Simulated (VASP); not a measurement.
Method: PBE GGA, VASP's PBE PAW potentials (set 64) (plane waves; VASP).

A VASP calculation is set up with these files.

**INCAR**
```
ALGO=Fast
EDIFF=1E-5
EDIFFG=-0.03
ENCUT=400
GGA=PE
IBRION=2
ISIF=2
ISMEAR=0
ISPIN=2
ISYM=0
LASPH=.TRUE.
LCHARG=.FALSE.
LMAXMIX=4
LORBIT=10
LREAL=Auto
LWAVE=.TRUE.
MAGMOM=64*0.0 3.0
NELM=100
NELMIN=4
NSW=60
PREC=Normal
SIGMA=0.05
SYSTEM=NiSi64
```

### KPOINTS
```
Automatic
0
Gamma
 1 1 1
0 0 0
```

### POSCAR
```
NiSi64
1.0
 10.9370747004   0.0000000000   0.0000000000
  0.0000000000  10.9370747004   0.0000000000
  0.0000000000   0.0000000000  10.9370747004
Si Ni
64 1
Cartesian
  5.4685373502   0.0000000000   0.0000000000
  6.8356716878   1.3671343376   1.3671343376
  8.2028060253   2.7342686751   0.0000000000
  9.5699403628   4.1014030126   1.3671343376
  8.2028060253   0.0000000000   2.7342686751
  9.5699403628   1.3671343376   4.1014030126
  0.0000000000   0.0000000000   0.0000000000
  1.3671343376   1.3671343376   1.3671343376
  2.7342686751   2.7342686751   0.0000000000
  4.0900940774   4.0848333445   1.3684686607
  5.4685373502   5.4685373502   0.0000000000
  6.8356716878   6.8356716878   1.3671343376
  8.2028060253   8.2028060253   0.0000000000
  9.5699403628   9.5699403628   1.3671343376
  2.7342686751   0.0000000000   2.7342686751
  4.0586937359   1.3200064827   4.0664043736
  5.4440820512   2.6909031739   2.7772841899
  6.8403636928   4.1484543080   4.1414108319
  8.2028060253   5.4685373502   2.7342686751
  9.5699403628   6.8356716878   4.1014030126
  5.4685373502   0.0000000000   5.4685373502
  6.8356716878   1.3671343376   6.8356716878
  8.2028060253   2.7342686751   5.4685373502
  9.5699403628   4.1014030126   6.8356716878
  8.2028060253   0.0000000000   8.2028060253
  9.5699403628   1.3671343376   9.5699403628
  0.0000000000   5.4685373502   0.0000000000
  1.3671343376   6.8356716878   1.3671343376
  2.7342686751   8.2028060253   0.0000000000
  4.1014030126   9.5699403628   1.3671343376
  0.0000000000   2.7342686751   2.7342686751
  1.3789791895   4.0777789313   4.1190007658
  2.7029777044   5.4911224095   2.7461025899
  4.1120557234   6.8548881280   4.1054606674
  5.4685373502   8.2028060253   2.7342686751
  6.8356716878   9.5699403628   4.1014030126
  0.0000000000   0.0000000000   5.4685373502
  1.3671343376   1.3671343376   6.8356716878
  2.7742546202   2.7262299252   5.4737871461
  4.1136197251   4.1485636788   6.8523507267
  5.4631891207   5.4407899917   5.5073749025
  6.8356716878   6.8356716878   6.8356716878
  8.2028060253   8.2028060253   5.4685373502
  9.5699403628   9.5699403628   6.8356716878
  2.7342686751   0.0000000000   8.2028060253
  4.1014030126   1.3671343376   9.5699403628
  5.4685373502   2.7342686751   8.2028060253
  6.8356716878   4.1014030126   9.5699403628
  8.2028060253   5.4685373502   8.2028060253
  9.5699403628   6.8356716878   9.5699403628
  0.0000000000   8.2028060253   2.7342686751
  1.3671343376   9.5699403628   4.1014030126
  0.0000000000   5.4685373502   5.4685373502
  1.3671343376   6.8356716878   6.8356716878
  2.7342686751   8.2028060253   5.4685373502
  4.1014030126   9.5699403628   6.8356716878
  0.0000000000   2.7342686751   8.2028060253
  1.3671343376   4.1014030126   9.5699403628
  2.7342686751   5.4685373502   8.2028060253
  4.1014030126   6.8356716878   9.5699403628
  5.4685373502   8.2028060253   8.2028060253
  6.8356716878   9.5699403628   9.5699403628
  0.0000000000   8.2028060253   8.2028060253
  1.3671343376   9.5699403628   9.5699403628
  4.1137290958   4.1293144273   4.1058106538
```

POTCAR, in this order: Si Ni (PBE.64 set). Program: vasp_gam.

What VASP printed:

**OSZICAR**
```
       N       E                     dE             d eps       ncg     rms          rms(c)
DAV:   1     0.127289984033E+04    0.12729E+04   -0.99210E+04   672   0.114E+03
DAV:   2    -0.185542505678E+03   -0.14584E+04   -0.13679E+04   880   0.217E+02
DAV:   3    -0.347522201758E+03   -0.16198E+03   -0.15654E+03   832   0.681E+01
DAV:   4    -0.353123872192E+03   -0.56017E+01   -0.55589E+01   800   0.171E+01
DAV:   5    -0.353330143699E+03   -0.20627E+00   -0.20550E+00   920   0.331E+00    0.374E+01
RMM:   6    -0.380164196781E+03   -0.26834E+02   -0.30789E+02   920   0.328E+01    0.935E+01
RMM:   7    -0.366804612406E+03    0.13360E+02   -0.42608E+01   685   0.110E+01    0.460E+01
RMM:   8    -0.346900429961E+03    0.19904E+02   -0.41525E+01   726   0.149E+01    0.187E+01
RMM:   9    -0.345869323654E+03    0.10311E+01   -0.13702E+01   701   0.665E+00    0.152E+01
RMM:  10    -0.345073913499E+03    0.79541E+00   -0.51356E+00   699   0.519E+00    0.725E+00
RMM:  11    -0.345191557058E+03   -0.11764E+00   -0.55873E-01   720   0.182E+00    0.507E+00
RMM:  12    -0.345191058511E+03    0.49855E-03   -0.33749E-01   689   0.980E-01    0.283E+00
RMM:  13    -0.345189394977E+03    0.16635E-02   -0.97933E-02   692   0.518E-01    0.195E+00
RMM:  14    -0.345190996892E+03   -0.16019E-02   -0.19119E-02   793   0.261E-01    0.146E+00
RMM:  15    -0.345190960778E+03    0.36114E-04   -0.51019E-03   705   0.121E-01    0.874E-01
RMM:  16    -0.345190897411E+03    0.63367E-04   -0.28658E-03   715   0.886E-02    0.454E-01
RMM:  17    -0.345190981476E+03   -0.84065E-04   -0.56040E-04   762   0.451E-02    0.341E-01
RMM:  18    -0.345190981804E+03   -0.32752E-06   -0.13250E-04   671   0.241E-02    0.166E-01
RMM:  19    -0.345190955106E+03    0.26698E-04   -0.93839E-05   540   0.167E-02    0.107E-01
RMM:  20    -0.345190953523E+03    0.15832E-05   -0.20086E-05   434   0.935E-03
   1 F= -.34519095E+03 E0= -.34519095E+03  d E =-.345191E+03  mag=    -0.0002
       N       E                     dE             d eps       ncg     rms          rms(c)
DAV:   1    -0.345305154699E+03   -0.11420E+00   -0.37867E+00   752   0.361E+00    0.952E-01
RMM:   2    -0.345332062893E+03   -0.26908E-01   -0.27180E-01   672   0.147E+00    0.108E+00
RMM:   3    -0.345327989123E+03    0.40738E-02   -0.92138E-02   695   0.918E-01    0.602E-01
RMM:   4    -0.345325727469E+03    0.22617E-02   -0.17984E-02   717   0.383E-01    0.231E-01
RMM:   5    -0.345325710096E+03    0.17374E-04   -0.49311E-03   716   0.168E-01    0.955E-02
RMM:   6    -0.345325805564E+03   -0.95468E-04   -0.14999E-03   723   0.104E-01    0.495E-02
RMM:   7    -0.345325850196E+03   -0.44632E-04   -0.59456E-04   734   0.441E-02    0.236E-02
RMM:   8    -0.345325846440E+03    0.37560E-05   -0.44954E-05   474   0.138E-02
   2 F= -.34532585E+03 E0= -.34532585E+03  d E =-.134893E+00  mag=     0.0000
       N       E                     dE             d eps       ncg     rms          rms(c)
DAV:   1    -0.345326121803E+03   -0.27161E-03   -0.98473E-03   800   0.182E-01    0.502E-02
RMM:   2    -0.345326189290E+03   -0.67487E-04   -0.68715E-04   672   0.748E-02    0.565E-02
RMM:   3    -0.345326179618E+03    0.96724E-05   -0.24180E-04   635   0.475E-02    0.314E-02
RMM:   4    -0.345326172486E+03    0.71314E-05   -0.49017E-05   526   0.210E-02
   3 F= -.34532617E+03 E0= -.34532617E+03  d E =-.135219E+00  mag=     0.0000
       N       E                     dE             d eps       ncg     rms          rms(c)
DAV:   1    -0.345340830429E+03   -0.14651E-01   -0.32756E-01   736   0.107E+00    0.274E-01
RMM:   2    -0.345341964818E+03   -0.11344E-02   -0.14829E-02   672   0.297E-01    0.119E-01
RMM:   3    -0.345342426266E+03   -0.46145E-03   -0.40780E-03   678   0.185E-01    0.196E-01
RMM:   4    -0.345342141048E+03    0.28522E-03   -0.17908E-03   773   0.127E-01    0.575E-02
RMM:   5    -0.345342142632E+03   -0.15835E-05   -0.24581E-04   665   0.382E-02    0.275E-02
RMM:   6    -0.345342145793E+03   -0.31610E-05   -0.68226E-05   581   0.203E-02
   4 F= -.34534215E+03 E0= -.34534215E+03  d E =-.159733E-01  mag=     0.0000
       N       E                     dE             d eps       ncg     rms          rms(c)
DAV:   1    -0.345344352090E+03   -0.22095E-02   -0.13372E-01   752   0.684E-01    0.177E-01
RMM:   2    -0.345344822170E+03   -0.47008E-03   -0.60965E-03   672   0.190E-01    0.716E-02
RMM:   3    -0.345344930067E+03   -0.10790E-03   -0.13352E-03   688   0.101E-01    0.766E-02
RMM:   4    -0.345344921429E+03    0.86381E-05   -0.56332E-04   762   0.692E-02    0.474E-02
RMM:   5    -0.345344910366E+03    0.11063E-04   -0.87832E-05   544   0.270E-02    0.182E-02
RMM:   6    -0.345344912522E+03   -0.21562E-05   -0.37867E-05   485   0.135E-02
   5 F= -.34534491E+03 E0= -.34534491E+03  d E =-.187400E-01  mag=     0.0000
       N       E                     dE             d eps       ncg     rms          rms(c)
DAV:   1    -0.345350272745E+03   -0.53624E-02   -0.13470E-01   720   0.712E-01    0.162E-01
RMM:   2    -0.345350763324E+03   -0.49058E-03   -0.56804E-03   672   0.205E-01    0.108E-01
RMM:   3    -0.345351040527E+03   -0.27720E-03   -0.25611E-03   702   0.142E-01    0.168E-01
RMM:   4    -0.345350795570E+03    0.24496E-03   -0.75950E-04   711   0.829E-02    0.348E-02
RMM:   5    -0.345350801967E+03   -0.63969E-05   -0.16793E-04   625   0.285E-02    0.182E-02
RMM:   6    -0.345350803816E+03   -0.18485E-05   -0.32583E-05   455   0.163E-02
   6 F= -.34535080E+03 E0= -.34535080E+03  d E =-.589129E-02  mag=     0.0000
       N       E                     dE             d eps       ncg     rms          rms(c)
DAV:   1    -0.345351956040E+03   -0.11541E-02   -0.82855E-02   720   0.558E-01    0.127E-01
RMM:   2    -0.345352263782E+03   -0.30774E-03   -0.35169E-03   672   0.160E-01    0.852E-02
RMM:   3    -0.345352424748E+03   -0.16097E-03   -0.14897E-03   697   0.111E-01    0.128E-01
RMM:   4    -0.345352283533E+03    0.14121E-03   -0.42342E-04   689   0.647E-02    0.270E-02
RMM:   5    -0.345352287960E+03   -0.44272E-05   -0.10635E-04   583   0.229E-02    0.144E-02
RMM:   6    -0.345352289023E+03   -0.10628E-05   -0.20204E-05   438   0.130E-02
   7 F= -.34535229E+03 E0= -.34535229E+03  d E =-.737650E-02  mag=     0.0000
       N       E                     dE             d eps       ncg     rms          rms(c)
DAV:   1    -0.345353652799E+03   -0.13648E-02   -0.71742E-02   720   0.502E-01    0.101E-01
RMM:   2    -0.345353833041E+03   -0.18024E-03   -0.21972E-03   672   0.125E-01    0.570E-02
RMM:   3    -0.345353949552E+03   -0.11651E-03   -0.89381E-04   693   0.870E-02    0.103E-01
RMM:   4    -0.345353856461E+03    0.93091E-04   -0.31423E-04   667   0.549E-02    0.189E-02
RMM:   5    -0.345353861319E+03   -0.48573E-05   -0.73891E-05   532   0.182E-02
   8 F= -.34535386E+03 E0= -.34535386E+03  d E =-.157230E-02  mag=     0.0000
```

File OUTCAR:
```
------------------------ aborting loop because EDIFF is reached ----------------------------------------
  FORCE on cell =-STRESS in cart. coord.  units (eV):
  Direction    XX          YY          ZZ          XY          YZ          ZX
  --------------------------------------------------------------------------------------
  Total        6.2577814      6.3942387      6.3128545     -0.0107624      0.0723140      0.1960475
  in kB        7.6635048      7.8306154      7.7309493     -0.0131800      0.0885583      0.2400868
  external PRESSURE =       7.7416898 kB  Pullay stress =       0.0000000 kB
  volume of cell :     1308.29
      direct lattice vectors                 reciprocal lattice vectors
    10.937074700  0.000000000  0.000000000     0.091432127  0.000000000  0.000000000
     0.000000000 10.937074700  0.000000000     0.000000000  0.091432127  0.000000000
     0.000000000  0.000000000 10.937074700     0.000000000  0.000000000  0.091432127
 POSITION                                       TOTAL-FORCE (eV/Angst)
 -----------------------------------------------------------------------------------
      5.46448      0.00031      0.00240        -0.004624     -0.002018     -0.000649
      6.84497      1.36174      1.35956         0.006355     -0.010532     -0.001691
      8.20704      2.73838      0.00087        -0.001556     -0.004143     -0.009521
      9.56868      4.10140      1.37685         0.000899     -0.003842      0.002919
      8.20288     10.93642      2.73806         0.002862     -0.001639     -0.005678
      9.56923      1.37169      4.10151        -0.005869     -0.002979      0.001185
     10.93399     10.93590     10.93474         0.007503      0.003905      0.010465
      1.36204      1.36695      1.36289         0.002814     -0.008045      0.010315
      2.73517      2.73495      0.00801        -0.009727     -0.008093     -0.005950
      4.09712      4.09864      1.37808        -0.008134     -0.000393     -0.007512
      5.46580      5.46349      0.01373         0.007197      0.008773     -0.009628
      6.83553      6.83583      1.36683         0.001932      0.001732      0.004363
      8.20197      8.20172      0.00031        -0.002834      0.000976      0.004056
      9.56731      9.57024      1.36701         0.001767     -0.005485      0.007148
      2.72425     10.93323      2.72792         0.015364      0.016964      0.014650
      4.09868      1.34753      4.10100        -0.005384      0.005720      0.001768
      5.48375      2.70083      2.72240         0.001498      0.006138      0.004433
      6.82874      4.10232      4.11056        -0.011050     -0.009432      0.003608
      8.19084      5.46458      2.73661        -0.014936      0.003134      0.003387
      9.56839      6.82370      4.10138         0.006443     -0.005508      0.004482
      5.47100     10.93322      5.47248        -0.000284      0.000755      0.004743
      6.83549      1.36635      6.83585        -0.008290      0.001089      0.004622
      8.19701      2.73428      5.46987         0.004231      0.003065      0.000256
      9.56976      4.10126      6.83411        -0.003663     -0.001647      0.002474
      8.19992      0.00077      8.20085         0.000879     -0.000481      0.003715
      9.56714      1.36555      9.56832         0.008105     -0.002515      0.010306
     10.93243      5.46407      0.00167         0.000376     -0.000257     -0.000789
      1.35362      6.84982      1.35509        -0.003223      0.008031      0.002320
      2.73909      8.20339     10.93346        -0.005370      0.008467     -0.001182
      4.10221      9.56676      1.37045        -0.010837     -0.000887      0.015246
      0.00632      2.73437      2.73710        -0.001608     -0.008985     -0.005333
      1.37193      4.09870      4.10501        -0.002292      0.002858     -0.011038
      2.70212      5.49521      2.71106        -0.010266      0.005049     -0.015550
      4.10034      6.83459      4.10366         0.011600     -0.011894      0.013192
      5.46854      8.19551      2.73557        -0.003900     -0.002543      0.003212
      6.83459      9.56634      4.10087        -0.006608      0.006753      0.008966
     10.93591      0.00119      5.46514         0.005881      0.005140     -0.003563
      1.35840      1.36026      6.84667         0.008687      0.008202     -0.007112
      2.72521      2.70745      5.49024         0.005150      0.013720     -0.014782
      4.10604      4.10519      6.84481         0.007253     -0.001769     -0.027815
      5.49725      5.50145      5.50849         0.005441      0.008214      0.003313
      6.85350      6.85681      6.85383        -0.004851     -0.002718      0.001548
      8.21254      8.20625      5.46332        -0.008283     -0.003978      0.006885
      9.57202      9.57384      6.83613         0.000725     -0.011559      0.009920
      2.73718     10.93575      8.20566        -0.004086      0.006649     -0.006129
      4.10099      1.37069      9.57250        -0.001344     -0.001960     -0.003227
      5.47100      2.73273      8.20290        -0.003360      0.004043     -0.006190
      6.83206      4.10169      9.57619        -0.005078     -0.005427     -0.006402
      8.20496      5.46447      8.20861        -0.004340      0.007405     -0.008124
      9.57081      6.83524      9.57095        -0.007197      0.003713      0.004081
     10.92933      8.20157      2.73903         0.003450      0.012368      0.000228
      1.36561      9.56610      4.10281         0.009960      0.001894     -0.008977
      0.00809      5.46558      5.47123        -0.007806      0.000533      0.003977
      1.36528      6.83864      6.83663         0.004424     -0.011153      0.009290
      2.73369      8.19786      5.46954         0.003802     -0.005509     -0.005808
      4.10030      9.56669      6.83641         0.005101      0.004174     -0.002302
     10.93484      2.73750      8.20727        -0.000452      0.003761     -0.005554
      1.36966      4.10126      9.57416        -0.000508      0.002050      0.002813
      2.72955      5.46978      8.20101         0.006837     -0.012590     -0.012997
      4.10128      6.82582      9.57367        -0.000625     -0.005884      0.003372
      5.46331      8.20603      8.21383         0.002802     -0.007743     -0.009282
      6.83581      9.57351      9.57338         0.000329     -0.009179      0.011314
     10.93637      8.20338      8.20278         0.005924     -0.006183     -0.002259
      1.36670      9.56958      9.56923        -0.000133      0.000141      0.006158
      4.11850      4.14596      4.09910         0.012930      0.011556      0.000315
 -----------------------------------------------------------------------------------
    total drift:                               -0.011242     -0.015995     -0.067804
  FREE ENERGIE OF THE ION-ELECTRON SYSTEM (eV)
  ---------------------------------------------------
  free  energy   TOTEN  =      -345.3538613186 eV

  energy  without entropy=     -345.3538612709  energy(sigma->0) =     -345.35386129

 total charge

# of ion       s       p       d       tot
------------------------------------------
    1        0.739   0.947   0.000   1.685
    2        0.740   0.940   0.000   1.680
    3        0.739   0.947   0.000   1.686
    4        0.737   0.948   0.000   1.685
    5        0.739   0.946   0.000   1.685
    6        0.737   0.948   0.000   1.685
    7        0.737   0.948   0.000   1.685
    8        0.737   0.947   0.000   1.685
    9        0.738   0.944   0.000   1.682
   10        0.729   0.943   0.000   1.673
   11        0.738   0.944   0.000   1.682
   12        0.738   0.948   0.000   1.685
   13        0.737   0.948   0.000   1.684
   14        0.737   0.947   0.000   1.685
   15        0.738   0.944   0.000   1.682
   16        0.732   0.942   0.000   1.674
   17        0.725   0.960   0.000   1.685
   18        0.729   0.942   0.000   1.672
   19        0.738   0.944   0.000   1.682
...
```
(Selected blocks of OUTCAR.)

CONTCAR:
```
NiSi64
   1.00000000000000
    10.9370747004000002    0.0000000000000000    0.0000000000000000
     0.0000000000000000   10.9370747004000002    0.0000000000000000
     0.0000000000000000    0.0000000000000000   10.9370747004000002
  Si              Ni
    64     1
Direct
     0.4996292341928789    0.0000279315478638    0.0002190605845253
     0.6258503428814427    0.1245069168763041    0.1243078491382448
     0.7503872685816584    0.2503761054904637    0.0000792317083461
     0.8748847454470540    0.3749995479902585    0.1258880918266057
     0.7500067785229199    0.9999403299875905    0.2503466098796347
     0.8749355027083662    0.1254164020038688    0.3750093740228235
     0.9997177640160264    0.9998930344688938    0.9997865482511111
     0.1245342458963075    0.1249829266364479    0.1246115061534325
     0.2500820532833481    0.2500623033990646    0.0007327259474568
     0.3746084765370009    0.3747478275335380    0.1260012129030716
     0.4997497264747410    0.4995382578847810    0.0012550841562733
     0.6249871425174867    0.6250144683624971    0.1249719405369853
     0.7499234405403183    0.7499004633019073    0.0000287061887181
     0.8747598038965340    0.8750274155473190    0.1249881988644776
     0.2490837336619639    0.9996485949486700    0.2494198373423548
     0.3747512685351190    0.1232076508299419    0.3749634359603375
     0.5013911262294329    0.2469429268962506    0.2489152640901779
     0.6243663604008806    0.3750842541265311    0.3758369880151732
     0.7489062680922289    0.4996384848050165    0.2502139667564647
     0.8748582302691212    0.6239050314371204    0.3749978043544867
     0.5002249840599516    0.9996471039672903    0.5003601914356040
     0.6249829354078390    0.1249281025199580    0.6250163594178901
     0.7494701175322398    0.2500008004412882    0.5001222413854240
     0.8749832978389899    0.3749868221121074    0.6248575815522303
     0.7497359643958943    0.0000701771938465    0.7498214240593110
     0.8747440497514810    0.1248555824371267    0.8748518233883498
     0.9995750508224288    0.4995918037203658    0.0001530114640907
     0.1237644568552787    0.6262934669814207    0.1238986363268482
     0.2504412709520881    0.7500536011230565    0.9996693154983211
     0.3750734899054076    0.8747094477625778    0.1253027024186187
     0.0005777842147996    0.2500094260150474    0.2502592475074578
     0.1254387823312378    0.3747529534300016    0.3753298222157394
     0.2470602961463152    0.5024383386696843    0.2478779022978341
     0.3749032240222463    0.6249010473713127    0.3752066802645200
     0.5000004230597496    0.7493328159113958    0.2501190760960149
     0.6249008691550294    0.8746706716600434    0.3749516482946655
     0.9998931881866261    0.0001087883417709    0.4996898114989989
     0.1242009789169425    0.1243717741240744    0.6260054210600763
     0.2491714090750501    0.2475476251198324    0.5019842443185312
     0.3754237369241615    0.3753461276506722    0.6258358143864707
     0.5026254416580468    0.5030090526169115    0.5036529398837059
     0.6266304343705733    0.6269331647642654    0.6266603052905937
     0.7508897040468460    0.7503150632564508    0.4995226918447661
     0.8751898686840260    0.8753563950935351    0.6250415515444728
     0.2502660776978123    0.9998791837401121    0.7502609329940370
     0.3749621245787448    0.1253249136413715    0.8752342030575843
     0.5002255521690214    0.2498593485821008    0.7500082135305384
     0.6246694575207332    0.3750266808970393    0.8755717810768154
     0.7501965026138337    0.4996276824136710    0.7505304548231779
     0.8750796752337401    0.6249609696916250    0.8750922901137316
     0.9992921267789066    0.7498870393130569    0.2504351536409215
     0.1248608087428836    0.8746488474574887    0.3751288484143328
     0.0007395753679682    0.4997296652704479    0.5002460714144270
     0.1248301592089991    0.6252710823875187    0.6250880632678791
     0.2499468417182447    0.7495473291543425    0.5000916186084287
     0.3748993362719450    0.8747025050266698    0.6250673583918746
     0.9997959920757151    0.2502952355105961    0.7504080391188021
     0.1252307625225345    0.3749865788446943    0.8753857247513548
     0.2495681093134446    0.5001132928405204    0.7498361682667247
     0.3749885274011558    0.6240995556677347    0.8753407586752204
     0.4995216253975934    0.7502947758479281    0.7510075053394328
     0.6250129197749580    0.8753267604449338    0.8753143358583727
     0.9999355680788965    0.7500528929844684    0.7499980757525047
     0.1249605108510690    0.8749673249444113    0.8749352691835894
     0.3765634756837077    0.3790743089809106    0.3747892535890220
```

The supercell is sampled at Γ alone, which is coarse: total energies, pressure and levels can be off, energies of defects by several tenths of an eV.

The cell is a supercell with a defect, built from Si (diamond): Ni_i.
